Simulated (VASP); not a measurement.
Output of a VASP run:

OSZICAR:
```
       N       E                     dE             d eps       ncg     rms          rms(c)
DAV:   1     0.104234956538E+03    0.10423E+03   -0.89113E+03   926   0.124E+03
DAV:   2    -0.120016284205E+01   -0.10544E+03   -0.99193E+02  1080   0.260E+02
DAV:   3    -0.536627426315E+01   -0.41661E+01   -0.41543E+01  1045   0.553E+01
DAV:   4    -0.539904337616E+01   -0.32769E-01   -0.32765E-01  1035   0.551E+00
DAV:   5    -0.539947673496E+01   -0.43336E-03   -0.43335E-03  1070   0.627E-01    0.915E+00
DAV:   6    -0.523423745152E+01    0.16524E+00   -0.31775E-01   970   0.810E+00    0.587E+00
DAV:   7    -0.522975692062E+01    0.44805E-02   -0.10844E-01   915   0.265E+00    0.229E+00
DAV:   8    -0.522872225874E+01    0.10347E-02   -0.46276E-03   980   0.869E-01    0.325E-01
DAV:   9    -0.522874456644E+01   -0.22308E-04   -0.86965E-04  1025   0.348E-01    0.334E-02
DAV:  10    -0.522877715300E+01   -0.32587E-04   -0.28974E-05   983   0.628E-02    0.170E-02
DAV:  11    -0.522878891989E+01   -0.11767E-04   -0.12673E-05   960   0.340E-02    0.726E-03
DAV:  12    -0.522878899602E+01   -0.76127E-07   -0.88962E-07   716   0.122E-02
   1 F= -.28783476E+01 E0= -.28783476E+01  d E =-.287835E+01
```

**OUTCAR**
```
------------------------ aborting loop because EDIFF is reached ----------------------------------------
  FORCE on cell =-STRESS in cart. coord.  units (eV):
  Direction    XX          YY          ZZ          XY          YZ          ZX
  --------------------------------------------------------------------------------------
  Total        2.3532375      2.3532375      2.3532375      0.0000000      0.0000000      0.0000000
  in kB      100.1189621    100.1189621    100.1189621      0.0000000      0.0000000      0.0000000
  external PRESSURE =       0.1189621 kB  Pullay stress =     100.0000000 kB
  volume of cell :       37.66
      direct lattice vectors                 reciprocal lattice vectors
     0.000000000  2.660377922  2.660377922    -0.187943223  0.187943223  0.187943223
     2.660377922  0.000000000  2.660377922     0.187943223 -0.187943223  0.187943223
     2.660377922  2.660377922  0.000000000     0.187943223  0.187943223 -0.187943223
  FREE ENERGIE OF THE ION-ELECTRON SYSTEM (eV)
  ---------------------------------------------------
  free  energy   TOTEN  =        -5.2287889960 eV

  energy  without entropy=       -5.2287889960  energy(sigma->0) =       -5.22878900
  enthalpy is  TOTEN    =        -2.8783476482 eV   P V=        2.3504413478

 reached required accuracy - stopping structural energy minimisation
```
(Selected blocks of OUTCAR.)

File POSCAR:
```
AgCl
1
    0.0000000000     2.6603779220     2.6603779220
    2.6603779220     0.0000000000     2.6603779220
    2.6603779220     2.6603779220     0.0000000000
Ag Cl
1 1
Direct
  0.0000000000   0.0000000000   0.0000000000
  0.5000000000   0.5000000000   0.5000000000
```

Write an INCAR and KPOINTS that could have produced this output.

This is not unique; one that fits is the input of the run itself, PBE GGA, plane waves, VASP's PBE PAW potentials (set 64).

### INCAR
```
ALGO  =  Normal
EDIFF  =  1E-6
EDIFFG  =  -0.02
ENCUT  =  500
GGA  =  PE
IBRION  =  2
ISIF  =  3
ISMEAR  =  0
LASPH  =  .TRUE.
LCHARG  =  .FALSE.
LMAXMIX  =  4
LREAL  =  .FALSE.
LWAVE  =  .FALSE.
NELM  =  100
NSW  =  40
PREC  =  Accurate
PSTRESS  =  100
SIGMA  =  0.05
SYSTEM  =  AgCl
```

File KPOINTS:
```
Automatic mesh
0
Gamma
9 9 9
0 0 0
```

POTCAR, in this order: Ag Cl (PBE.64 set). Program: vasp_std.

The compound is AgCl in the rock salt structure. It was relaxed first under an external pressure of 10 GPa.
